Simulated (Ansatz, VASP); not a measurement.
One calculation of Sc2GaSbAs2, two programs

Contents of INCAR:

```
SYSTEM = Sc2GaSbAs2
  PREC = Accurate
  ENCUT = 520
  EDIFF = 1E-6
  ISMEAR = 0
  SIGMA = 0.1
  LREAL = .FALSE.
  LASPH = .TRUE.
  NELM = 60
  ALGO = Normal
  ISIF = 2
  LWAVE = .FALSE.
  LCHARG = .FALSE.
  GGA = PE
  NBANDS = 34
```

KPOINTS

```
Automatic mesh
0
G
  4 4 4
  0 0 0
```

POSCAR

```
Sc2GaSbAs2
1.0
    4.4147970700      0.0000000000      0.0000000000
    0.0000000000      4.4147970700      0.0000000000
    0.0000000000      0.0000000000      7.3682041900
Sc Ga Sb As
2 1 1 2
Direct
    0.5000000000      0.0000000000      0.3182089900
    0.0000000000      0.5000000000      0.6817910100
    0.0000000000      0.0000000000      0.0000000000
    0.5000000000      0.5000000000      0.0000000000
    0.5000000000      0.0000000000      0.8291289800
    0.0000000000      0.5000000000      0.1708710200
```

Input for Ansatz:

```yaml
crystal:
  lattice:
    - [4.41479707, 0.0, 0.0]
    - [0.0, 4.41479707, 0.0]
    - [0.0, 0.0, 7.36820419]
  atoms:
    - { symbol: Sc, position: [0.5, 0.0, 0.31820899] }
    - { symbol: Sc, position: [0.0, 0.5, 0.68179101] }
    - { symbol: Ga, position: [0.0, 0.0, 0.0] }
    - { symbol: Sb, position: [0.5, 0.5, 0.0] }
    - { symbol: As, position: [0.5, 0.0, 0.82912898] }
    - { symbol: As, position: [0.0, 0.5, 0.17087102] }
basis:
  ecutwfc: 420
kpoints:
  mp_grid: { grid: [4, 4, 4] }
hamiltonian:
  xc: pbe
scf:
  occupations: { method: gaussian, width: 0.1 }
  lower_state_search: "off"
output:
  forces: true
  stress: true
  eigenvalues: true
```

Change from the starting cell: species swapped into the Nd2FeSi2Ru type (P-4m2, No. 115).

Alike in both runs: task single point; functional PBE; k mesh 4 × 4 × 4; occupations gaussian, width 0.1 eV; no spin polarisation.

|  | VASP | Ansatz |
| --- | --- | --- |
| version | VASP 6.6.1 | Ansatz 0.2.0 |
| potentials or method | VASP PAW PBE potentials, release 64 (Sc_sv, Ga_d, Sb, As) | scalar-relativistic, plane waves, PAW |
| plane-wave cutoff (eV) | 520 | 420 |
| valence electrons in the cell | 50 | 80 |

```csv
,VASP,Ansatz,Ansatz less VASP
gap on the k mesh at the Fermi level (eV),none,none,-
pressure (GPa),8.6,8.2,-0.34
largest component of the traceless stress (GPa),8.64,8.56,-0.079
rms of the force components (eV/Å),1.115,1.093,-0.0220
```

Atom by atom the forces differ by 0.022 eV/Å (rms over components). A gap of «none» marks a metal or a gap that the smearing closes. With one functional, cell and mesh, what is left measures potentials, basis and numerics. The two sets of potentials don't hold the same shells in valence.

Caveats: forces of over 1 eV/Å show positions far from the minimum, so gaps and moduli don't describe the material at rest. Spin-orbit coupling is left out, which matters for the levels of Sb.
